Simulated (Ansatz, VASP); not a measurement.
**Cross-check of SnS2 between VASP and Ansatz**

One calculation is typed for both programs; each brings its own data sets. How far apart do they land? The structure shown is the end of the Ansatz relaxation below.

Method: plane waves, with VASP 6.6.1 beside it; single point at PBE with D3(BJ), in Ansatz 0.2.0.

### 1. The structure

The cell holds 9 atoms: 3 Sn and 6 S. Its edges and angles: a = 3.668 Å, b = 3.668 Å, c = 29.198 Å, α = 90.0°, β = 90.0°, γ = 120.0°. Vacuum lies along c.

### 2. Ansatz: relaxation, PBE with D3(BJ)

Ansatz runs on its PAW soft_1 files.

This run makes the geometry at which the two programs are then compared.

File input.yaml:

```yaml
crystal:
  lattice:
    - [3.6215, 0.0, 0.0]
    - [-1.81075, 3.136311, 0.0]
    - [0.0, 0.0, 29.19845]
  atoms:
    - { symbol: Sn, position: [0.0, 0.0, 0.30649658] }
    - { symbol: Sn, position: [0.0, 0.0, 0.5] }
    - { symbol: Sn, position: [0.0, 0.0, 0.69350342] }
    - { symbol: S, position: [0.66666667, 0.33333333, 0.25686295] }
    - { symbol: S, position: [0.66666667, 0.33333333, 0.45036637] }
    - { symbol: S, position: [0.33333333, 0.66666667, 0.35613021] }
    - { symbol: S, position: [0.66666667, 0.33333333, 0.64386979] }
    - { symbol: S, position: [0.33333333, 0.66666667, 0.54963363] }
    - { symbol: S, position: [0.33333333, 0.66666667, 0.74313705] }
kpoints:
  mp_grid: { grid: [11, 11, 2] }
scf:
  occupations: { method: fermi_dirac, width: 0.02 }
hamiltonian:
  xc: pbe
  pseudopotentials: { kind: paw, azcp: { folder: soft_1 } }
  dispersion: d3bj
basis:
  ecutwfc: 600
output:
  forces: true
  stress: true
relax:
  f_tol: 0.005
  max_steps: 70
  cell: { stress_tol: 0.02, p_target: 0, fix: [c, alpha, beta, gamma] }
```

Command:

```console
$ ansatz run input.yaml --threads 4 --pin off --max-ram 10240MiB --backend cpu --events-out ev --progress --plain --runs-dir out
```

Numbers of over 12 decimals in the logs are rounded to 6 here.

Log:

```text
Warning: crystal.symmetry: narrowed to the stabiliser of the fixed cell quantities (relax.cell.fix) — unitary ops 12 → 4. The narrowing is safe, since a smaller group never makes results wrong: the run goes on under it, on as many k-points as the starting group would need, or more. Excluded: 8 operations that would move a fixed cell quantity at a test strain (relax.cell.fix fixes c, alpha, beta, gamma). The cell can leave their symmetry as it relaxes.
Engine: ansatz 0.2.0, aarch64-unknown-linux-gnu
Pseudopotentials: kind: paw
Pseudopotential: Sn, paw, valence charge 14, recommended cutoff 420 eV (normal), soft_1/Sn.paw.azcp
Pseudopotential: S, paw, valence charge 6, recommended cutoff 420 eV (normal), soft_1/S.paw.azcp
Functional definition: PBE
  parameter kappa = 0.804
  parameter beta = 0.066725
  exchange = pbe_x(kappa = kappa, mu = beta*pi^2/3)
  correlation = pbe_c(beta = beta)
Crystal: 9 atoms, lattice volume = 331.640 Å³
Basis set: ecut = 600 eV, 11067 PW (Γ), exchange–correlation on 60×60×480 points (8 copies of the dense FFT grid, shifted against one another)
Bands: 48, of which v1, the nominal top of the filled ones, is band 39 counted from 1 (38 counted from 0)
Symmetry: 4 space group operations
k-points: 72 of 242
Non-local potential: Sn, projectors of the file, l = 0: 2, l = 1: 2, l = 2: 2, l = 3: 1
Non-local potential: S, projectors of the file, l = 0: 2, l = 1: 2, l = 2: 1
PAW form: soft (Blöchl's): semilocal exchange-correlation on the pseudo side does not see the compensation charge
PAW one-centre angular grid: Sn, 590 points (default); XC on 64 Gauss nodes
PAW one-centre angular grid: S, 110 points (default); XC on 64 Gauss nodes
Initial density: superposition of atomic densities (neutral atoms: chi_scale 0, normalization atom)
Initial wavefunctions: pseudopotential atomic-orbital guess
Functional: x = pbe(κ = 0.804, μ = 0.219515), c = pbe(β = 0.066725)
SCF iter   1: F=—  HF=-23492.623984 eV  |F-HF|=—  |Δ(HF+E_count)|=         —  Δρ=3.26e-2  dr2=5.33e0  ethr=3.10e-3  ⟨swp⟩=13.5  Hψ=21259  notcnv=0  defer=2
preconditioner: auto → Resta (q_TF=auto, 2.144 Å⁻¹)  ε∞=2.4  [insulator: Δε(μ)=2.059 eV  Ē_g=15.365 eV  σ=0.020 eV  W_gap=1.00  n_scr=60 (ndim 8)  ℏωp=18.0 eV  f_vac=0.404  D(μ)=0.00/eV (n_scr^D=0)  ε∞_Penn≈2.4  vacuum switching on, ρ_ref=1.7e-2 e/Å³]
SCF iter   2: F=—  HF=-23491.129776 eV  |F-HF|=—  |Δ(HF+E_count)|=    1.49e0  Δρ=1.39e-2  dr2=5.13e-1  ethr=3.10e-3  ⟨swp⟩=3.2  Hψ=6622  notcnv=0  defer=232
SCF iter   3: F=—  HF=-23491.069245 eV  |F-HF|=—  |Δ(HF+E_count)|=   6.05e-2  Δρ=5.41e-3  dr2=6.34e-2  ethr=6.57e-4  ⟨swp⟩=3.0  Hψ=5126  notcnv=0  defer=232
SCF iter   4: F=—  HF=-23491.075541 eV  |F-HF|=—  |Δ(HF+E_count)|=   6.30e-3  Δρ=1.26e-3  dr2=1.44e-2  ethr=8.13e-5  ⟨swp⟩=2.9  Hψ=5117  notcnv=0  defer=232
SCF iter   5: F=—  HF=-23491.077766 eV  |F-HF|=—  |Δ(HF+E_count)|=   2.23e-3  Δρ=8.67e-4  dr2=2.13e-2  ethr=1.85e-5  ⟨swp⟩=3.7  Hψ=5381  notcnv=0  defer=232
SCF iter   6: F=—  HF=-23491.075956 eV  |F-HF|=—  |Δ(HF+E_count)|=   1.81e-3  Δρ=3.78e-4  dr2=3.73e-3  ethr=1.85e-5  ⟨swp⟩=2.4  Hψ=3991  notcnv=0  defer=232
SCF iter   7: F=—  HF=-23491.075692 eV  |F-HF|=—  |Δ(HF+E_count)|=   2.63e-4  Δρ=8.45e-5  dr2=1.13e-4  ethr=4.78e-6  ⟨swp⟩=2.0  Hψ=3978  notcnv=0  defer=232
SCF iter   8: F=—  HF=-23491.075699 eV  |F-HF|=—  |Δ(HF+E_count)|=   6.96e-6  Δρ=2.90e-5  dr2=3.18e-6  ethr=1.45e-7  ⟨swp⟩=2.7  Hψ=5205  notcnv=0  defer=232
SCF iter   9: F=—  HF=-23491.075833 eV  |F-HF|=—  |Δ(HF+E_count)|=   1.34e-4  Δρ=9.58e-6  dr2=1.00e-6  ethr=4.08e-9  ⟨swp⟩=2.4  Hψ=6299  notcnv=0  defer=232
SCF iter  10: F=—  HF=-23491.075833 eV  |F-HF|=—  |Δ(HF+E_count)|=   1.62e-7  Δρ=4.41e-6  dr2=1.25e-7  ethr=1.28e-9  ⟨swp⟩=2.3  Hψ=4941  notcnv=0  defer=232
SCF iter  11: F=-23491.075833 eV  HF=-23491.075833 eV  |F-HF|=2.35e-9  |Δ(HF+E_count)|=   2.78e-8  Δρ=9.23e-7  dr2=4.40e-9  ethr=1.28e-10  ⟨swp⟩=5.9  Hψ=13977  notcnv=0
SCF 1 converged in 11 iterations: F = -23491.075833 eV  dr2 = 4.40e-9
  greatest PAW one-centre occupation: 0.993 electrons in one spin orbital (limit 2), on the Sn atom at site 2 (counted from 0), in its partial waves of l = 2
relax step   1: F+E_penalty+E_count = -23491.07583283 eV  Δ(F+E_penalty+E_count) = +0.000e0 eV  max|allowed force component| = 5.702e-1 eV/Å  Δτ_max = 0.0000 Å  P = +2.411 GPa  Ω = 331.640 Å³  fix = [c, alpha, beta, gamma]  reactions: c +2.513 GPa; alpha -0.000, beta +0.000, gamma -0.000 GPa/rad  (11 SCF iters, dr2 threshold 1.00e-7 eV, accepted)
[...]
relax step   5: F+E_penalty+E_count = -23491.19397775 eV  Δ(F+E_penalty+E_count) = -6.643e-5 eV  max|allowed force component| = 1.021e-3 eV/Å  Δτ_max = 0.0072 Å  P = -0.005 GPa  Ω = 340.093 Å³  energy of the carried Pulay correction = -8.053e-5 eV  fix = [c, alpha, beta, gamma]  reactions: c -0.018 GPa; alpha -0.000, beta +0.000, gamma -0.000 GPa/rad  (6 SCF iters, dr2 threshold 5.64e-9 eV, accepted)
[...]
relax step   6: F+E_penalty+E_count = -23491.19398845 eV  Δ(F+E_penalty+E_count) = -1.070e-5 eV  max|allowed force component| = 2.397e-4 eV/Å  Δτ_max = 0.0060 Å  P = -0.003 GPa  Ω = 340.133 Å³  energy of the carried Pulay correction = -8.090e-5 eV  fix = [c, alpha, beta, gamma]  reactions: c -0.009 GPa; alpha -0.000, beta +0.000, gamma -0.000 GPa/rad  (9 SCF iters, accepted)
[...]
relax step   7: F+E_penalty+E_count = -23491.19406295 eV  Δ(F+E_penalty+E_count) = -7.450e-5 eV  max|allowed force component| = 2.621e-4 eV/Å  Δτ_max = 0.0000 Å  P = -0.003 GPa  Ω = 340.133 Å³  fix = [c, alpha, beta, gamma]  reactions: c -0.009 GPa; alpha -0.000, beta +0.000, gamma -0.000 GPa/rad  stress off target by 3.47e-4 GPa on what of the cell is left free  SCF on the basis re-selected at this cell (its energy is not comparable with the rows above)  (7 SCF iters)
basis re-selected at this cell: Δ(F+E_penalty+E_count) = -7.450e-5 eV, ΔP = -0.000 GPa vs the last step (what re-selecting the basis moved, of the pressure what is left beyond the Pulay correction that the steps carried, after the strain that the cell walked since its last selection, with what the two solves' SCF thresholds leave and, on support functions, any second-order correction that the steps lacked; it is no m [...]
SCF converged after 7 iterations
Free energy (F): -23491.194063 eV
Harris-Foulkes:  -23491.194063 eV  (|F-HF|=1.09e-10)
Internal energy: -23491.194063 eV  (E = F + TS)
E sigma→0 (E₀):  -23491.194063 eV
Fermi energy:    1.949728 eV
--- Per-component energies (eV) ---
  E_band       = -763.355397
  E_kinetic    = 1137.075301
  E_local      = -45904.321027  (includes V_loc(G=0)·N_el)
  E_nonlocal   = 643.175620
  E_hartree    = 22566.261033
  E_xc         = -907.062007
  E_vxc        = -732.365346  (∫ρ·V_xc dr)
  E_paw        = -16767.305028  (= ΣΔE_a)
  E_vpaw       = -1039.442081  (= ΣTr[D̂ρ^β])
  E_aug_tail   = 0.000124  (compensation charges beyond the density's cutoff)
  E_ewald      = 15743.633314
  E_disp       = -2.651393  (pairwise vdW)
  E_smearing   = -0.000000  (= −TS)
  E_closure    = 0.000000  (closes the sum)
  Σ components = -23491.194063   (vs F -23491.194063, Δ=0.00e0)
--- Forces (eV/Å), atoms counted from 1 ---
  atom   1  Sn    -0.00000000     0.00000000    -0.00018722
  atom   2  Sn     0.00000000     0.00000000     0.00000000
  atom   3  Sn     0.00000000    -0.00000000     0.00018722
  atom   4  S      0.00000002    -0.00000001    -0.00003092
  atom   5  S      0.00000006    -0.00000004     0.00026215
  atom   6  S     -0.00000000     0.00000000     0.00012662
  atom   7  S      0.00000000    -0.00000000    -0.00012662
  atom   8  S     -0.00000006     0.00000004    -0.00026215
  atom   9  S     -0.00000002     0.00000001     0.00003092
  max |Σ_I F_I| component: 1.36e-20 eV/Å
--- Stress (GPa, compression-positive) ---
        0.000347       0.000000      -0.000000
        0.000000       0.000347       0.000000
       -0.000000       0.000000      -0.009006
  P = ⅓ Tr σ = -0.0028 GPa (-0.028 kbar)
--- Relaxed structure (6 steps of the walk, 6 accepted, 1 SCFs on fresh bases) ---
  F+E_penalty+E_count = -23491.19406295 eV   max|allowed force component| = 2.621e-4 eV/Å   (the final SCF, on the basis selected at the relaxed cell)
  cell:  # Å, volume = 340.1329 Å³
    - [3.667576, -3.7926860280632845e-19, 0]
    - [-1.833788, 3.176214, 0]
    - [0, 0, 29.19845]
  atoms:
    - { symbol: Sn, position: [-4.665759410476429e-9, 4.6657594104763885e-9, 0.300832] }
    - { symbol: Sn, position: [0, 0, 0.500000] }
    - { symbol: Sn, position: [4.66575941047648e-9, -4.6657594104763885e-9, 0.699168] }
    - { symbol: S, position: [0.666667, 0.333333, 0.250059] }
    - { symbol: S, position: [0.666667, 0.333333, 0.449339] }
    - { symbol: S, position: [0.333333, 0.666667, 0.351520] }
    - { symbol: S, position: [0.666667, 0.333333, 0.648480] }
    - { symbol: S, position: [0.333333, 0.666667, 0.550661] }
    - { symbol: S, position: [0.333333, 0.666667, 0.749941] }
```

Reading the cycles: dr2 is the Hartree energy of the density residual (eV), the measure of convergence; HF is the Harris–Foulkes estimate of the energy, which meets the free energy F at convergence.

### 3. VASP: single point, PBE with D3(BJ), pair 1

The same cell, functional, mesh and smearing now go to VASP, with its own data sets.

Lines of VASP's logs that name or quote its potential files are left out, and so is its time.

File INCAR:

```
SYSTEM = SnS2
PREC = Accurate
ENCUT = 500
EDIFF = 1E-06
NELM = 120
ISMEAR = -1
SIGMA = 0.02
LREAL = .FALSE.
ALGO = Normal
GGA = PE
IVDW = 12
NBANDS = 48
LORBIT = 11
LWAVE = .FALSE.
LCHARG = .FALSE.
ISIF = 2
LASPH = .TRUE.
GGA_COMPAT = .FALSE.
EFERMI = MIDGAP
KPAR = 4
```

File POSCAR:

```
SnS2
1.0
    3.6675757698      0.0000000000      0.0000000000
   -1.8337878849      3.1762137870      0.0000000000
    0.0000000000      0.0000000000     29.1984500000
Sn S
3 6
Direct
    0.9999999953      0.0000000047      0.3008315074
    0.9999999953      0.0000000047      0.5000000000
    0.9999999953      0.0000000047      0.6991684926
    0.6666666620      0.3333333380      0.2500591527
    0.6666666620      0.3333333380      0.4493394655
    0.3333333286      0.6666666714      0.3515202616
    0.6666666620      0.3333333380      0.6484797384
    0.3333333286      0.6666666714      0.5506605345
    0.3333333286      0.6666666714      0.7499408473
```

File KPOINTS:

```
Automatic mesh
0
Gamma
11 11 2
0 0 0
```

The projector-augmented-wave data sets are Sn_d and S (PBE family, release 64).

Command:

```console
$ mpirun -np 4 vasp_std
```

Log:

```text
[banner, memory and clock lines left out]
running    4 mpi-ranks, on    1 nodes
 distrk:  each k-point on    1 cores,    4 groups
 distr:  one band on    1 cores,    1 groups

 POSCAR found type information on POSCAR SnS
 POSCAR found :  2 types and       9 ions
 LDA part: xc-table for (Slater+PW92), standard interpolation
 POSCAR, INCAR and KPOINTS ok, starting setup
 FFT: planning ... GRIDC
 FFT: planning ... GRID_SOFT
 FFT: planning ... GRID
 WAVECAR not read
 entering main loop
       N       E                     dE             d eps       ncg     rms          rms(c)
DAV:   1     0.796171543016E+03    0.79617E+03   -0.34339E+04  3296   0.164E+03
DAV:   2     0.865248343780E+02   -0.70965E+03   -0.68660E+03  3384   0.420E+02
DAV:   3    -0.333582934724E+02   -0.11988E+03   -0.11675E+03  3680   0.180E+02
DAV:   4    -0.407273683625E+02   -0.73691E+01   -0.72842E+01  3736   0.468E+01
DAV:   5    -0.410294080095E+02   -0.30204E+00   -0.30149E+00  4520   0.929E+00    0.150E+01
DAV:   6    -0.395832773819E+02    0.14461E+01   -0.29532E+00  4408   0.132E+01    0.106E+01
DAV:   7    -0.395714901568E+02    0.11787E-01   -0.16173E+00  4088   0.577E+00    0.158E+00
DAV:   8    -0.395146779388E+02    0.56812E-01   -0.29976E-01  4208   0.377E+00    0.127E+00
DAV:   9    -0.395171118963E+02   -0.24340E-02   -0.22003E-02  3832   0.630E-01    0.309E-01
DAV:  10    -0.395170007171E+02    0.11118E-03   -0.25975E-03  4472   0.400E-01    0.253E-01
DAV:  11    -0.395172116096E+02   -0.21089E-03   -0.66470E-04  3720   0.118E-01    0.715E-02
DAV:  12    -0.395172394934E+02   -0.27884E-04   -0.53161E-05  4608   0.340E-02    0.355E-02
DAV:  13    -0.395172758460E+02   -0.36353E-04   -0.35712E-05  4016   0.372E-02    0.138E-02
DAV:  14    -0.395172814468E+02   -0.56008E-05   -0.33844E-06  3336   0.885E-03    0.105E-02
DAV:  15    -0.395172876072E+02   -0.61604E-05   -0.25963E-07  2336   0.254E-03    0.829E-03
DAV:  16    -0.395173264390E+02   -0.38832E-04   -0.50864E-06  2912   0.699E-03    0.628E-03
DAV:  17    -0.395173318957E+02   -0.54567E-05   -0.32172E-07  2464   0.290E-03    0.448E-03
DAV:  18    -0.395173411558E+02   -0.92601E-05   -0.57137E-07  2376   0.258E-03    0.264E-03
DAV:  19    -0.395173486579E+02   -0.75020E-05   -0.51635E-07  2512   0.271E-03    0.209E-03
DAV:  20    -0.395173508081E+02   -0.21502E-05   -0.60064E-08  2312   0.106E-03    0.134E-03
DAV:  21    -0.395173554429E+02   -0.46347E-05   -0.61887E-08  2376   0.814E-04    0.657E-04
DAV:  22    -0.395173569820E+02   -0.15392E-05   -0.24926E-08  2304   0.967E-04    0.625E-04
DAV:  23    -0.395173579236E+02   -0.94158E-06   -0.22511E-08  2304   0.677E-04
   1 F= -.42168343E+02 E0= -.42168343E+02  d E =-.624933E-17
```

OUTCAR, selected parts (step 3):

```text
ion  position               nearest neighbor table
   1  1.000  0.000  0.301-   6 2.58   6 2.58   6 2.58   4 2.58   4 2.58   4 2.58
   2  1.000  0.000  0.500-   8 2.58   5 2.58   5 2.58   8 2.58   5 2.58   8 2.58
   3  1.000  0.000  0.699-   7 2.58   7 2.58   7 2.58   9 2.58   9 2.58   9 2.58
   4  0.667  0.333  0.250-   1 2.58   1 2.58   1 2.58
   5  0.667  0.333  0.449-   2 2.58   2 2.58   2 2.58
   6  0.333  0.667  0.352-   1 2.58   1 2.58   1 2.58
   7  0.667  0.333  0.648-   3 2.58   3 2.58   3 2.58
   8  0.333  0.667  0.551-   2 2.58   2 2.58   2 2.58
   9  0.333  0.667  0.750-   3 2.58   3 2.58   3 2.58

  LATTYP: Found a hexagonal cell.
 ALAT       =     3.6675757698
 C/A-ratio  =     7.9612397487

 Subroutine GETGRP returns: Found 12 space group operations
 (whereof 12 operations were pure point group operations)

The static configuration has the point symmetry D_3d.

 Found     32 irreducible k-points:

   k-points           NKPTS =     32   k-points in BZ     NKDIM =     32   number of bands    NBANDS=     48

   dimension x,y,z NGX =    28 NGY =   28 NGZ =  216
   dimension x,y,z NGXF=    56 NGYF=   56 NGZF=  432

   ENCUT  =  500.0 eV  36.75 Ry    6.06 a.u.   6.69  6.69 53.24*2*pi/ulx,y,z

   NELECT =      78.0000    total number of electrons

 k-points in reciprocal lattice and weights: Automatic mesh
   0.00000000  0.00000000  0.00000000       0.004
   0.09090909  0.00000000  0.00000000       0.025
   0.18181818  0.00000000  0.00000000       0.025
   0.27272727  0.00000000  0.00000000       0.025
   0.36363636  0.00000000  0.00000000       0.025
   0.45454545  0.00000000  0.00000000       0.025
   0.09090909  0.09090909  0.00000000       0.025
   0.18181818  0.09090909  0.00000000       0.050
   0.27272727  0.09090909  0.00000000       0.050
[...]
0.27272727  0.27272727  0.50000000       0.025
   0.36363636  0.27272727  0.50000000       0.025

 average (electrostatic) potential at core
       1-106.3400       2-106.3451       3-106.3400       4 -90.2678       5 -90.3063
       6 -90.3005       7 -90.3005       8 -90.3063       9 -90.2678

 E-fermi :   0.8329

 k-point     1 :       0.0000    0.0000    0.0000
  band No.  band energies     occupation
    ...
     35      -0.1087      2.00000
     36      -0.1034      2.00000
     37      -0.1034      2.00000
     38      -0.0641      2.00000
     39      -0.0641      2.00000
     40       2.1590      0.00000
     41       2.6063      0.00000
     42       3.0516      0.00000
     43       3.8157      0.00000
     44       3.8561      0.00000
    ...

 k-point     2 :       0.0909    0.0000    0.0000
  band No.  band energies     occupation
    ...
     35      -0.3656      2.00000
     36      -0.1155      2.00000
     37      -0.0300      2.00000
     38      -0.0043      2.00000
     39       0.0203      2.00000
     40       2.6159      0.00000
     41       2.8646      0.00000
     42       3.1011      0.00000
     43       4.2615      0.00000
     44       4.3076      0.00000
    ...

 k-point     3 :       0.1818    0.0000    0.0000
  band No.  band energies     occupation
    ...
     35      -0.4697      2.00000
     36      -0.1378      2.00000
     37      -0.0257      2.00000
     38       0.0086      2.00000
     39       0.0514      2.00000
     40       2.7361      0.00000
     41       2.9119      0.00000
     42       3.0724      0.00000
     43       4.6613      0.00000
     44       4.8231      0.00000
    ...

 Edisp (eV)   -2.65099

  Total      -0.17817    -0.17817    -0.15171    -0.00000     0.00000     0.00000
  in kB      -0.83927    -0.83927    -0.71464    -0.00000     0.00000     0.00000
  external pressure =       -0.80 kB  Pullay stress =        0.00 kB

  energy-cutoff  :      500.00
  volume of cell :      340.13
      direct lattice vectors                 reciprocal lattice vectors
     3.667575770  0.000000000  0.000000000     0.272659670  0.157420134  0.000000000
    -1.833787885  3.176213787  0.000000000     0.000000000  0.314840268  0.000000000
     0.000000000  0.000000000 29.198450000     0.000000000  0.000000000  0.034248393

 POSITION                                       TOTAL-FORCE (eV/Angst)
 -----------------------------------------------------------------------------------
      3.66758      0.00000      8.78381         0.000000     -0.000000     -0.000192
      3.66758      0.00000     14.59923        -0.000000      0.000000     -0.000000
      3.66758      0.00000     20.41464        -0.000000      0.000000      0.000192
      1.83379      1.05874      7.30134        -0.000000      0.000000      0.006382
      1.83379      1.05874     13.12002        -0.000000     -0.000000      0.007340
     -0.00000      2.11748     10.26385         0.000000      0.000000     -0.006888
      1.83379      1.05874     18.93460        -0.000000      0.000000      0.006888
     -0.00000      2.11748     16.07843         0.000000      0.000000     -0.007340
     -0.00000      2.11748     21.89711         0.000000      0.000000     -0.006382
 -----------------------------------------------------------------------------------
    total drift:                                0.000111     -0.000064      0.000000

  FREE ENERGIE OF THE ION-ELECTRON SYSTEM (eV)
  ---------------------------------------------------
  free  energy   TOTEN  =       -42.1683434837 eV

  energy  without entropy=      -42.1683434837  energy(sigma->0) =      -42.16834348

 total charge
# of ion       s       p       d       tot
------------------------------------------
    1        1.020   1.028  10.138  12.186
    2        1.022   1.030  10.139  12.191
    3        1.020   1.028  10.138  12.186
    4        1.364   2.334   0.000   3.698
    5        1.367   2.333   0.000   3.699
    6        1.367   2.333   0.000   3.699
    7        1.367   2.333   0.000   3.699
    8        1.367   2.333   0.000   3.699
    9        1.364   2.334   0.000   3.698
--------------------------------------------------
tot         11.258  17.083  30.415  58.757

[... 3 further parts left out ...]
```

The run ends at a pressure of -0.08 GPa, with forces up to 0.0073 eV/Å.

### 4. Comparison

Known differences besides the potentials themselves: the cutoff is 600 eV in Ansatz and 500 eV in VASP; Ansatz's pressure holds a Pulay correction, VASP's none. Total energies have different zeros and are not compared.

The two programs side by side:

```tsv
quantity	Ansatz	VASP	difference
pressure (GPa)	0.00	-0.08	+0.08
gap on the k mesh (eV)	1.474	1.482	-0.008
```

At this near-relaxed geometry the largest component of a force difference is 7 meV/Å. A gap on the mesh is an upper bound, since the band edges may lie between its points. With vacuum in the cell, a pressure given here is an average over mostly empty space and none of the material.

[end of part 1 of 2]

[Lines on the potential files, build, host, timing and source positions are cut from VASP's logs without a mark.]

[Logs are printed without paths, hosts, clocks, repeated set-up lines and the standing remarks that a program may print on its own settings, such as how far it seeks lower states.]

[Hosts, paths, dates, database ids (printed as entryN), source tags and the programs' standing remarks are cut or masked in the printed files.]
